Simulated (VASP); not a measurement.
Computed with PBE GGA, VASP's PBE PAW potentials (set 64) (plane waves; VASP).

Gaps are without spin-orbit coupling.

```json
{
 "volume_per_atom": "20.44 Å³/atom",
 "band gap (over mesh and band path)": "0.61 eV",
 "smallest direct gap (over mesh and band path)": "2.56 eV",
 "hill_bulk_modulus": "891 kbar",
 "hill_shear_modulus": "62.8 GPa"
}
```

Task: Which relaxed crystal gives these values?
(A) BaS, Fm-3m (225)
(B) PbTe, Fm-3m (225)
(C) Si, Fd-3m (227)
(D) BAs, F-43m (216)

Result: C, Si, Fd-3m (227)
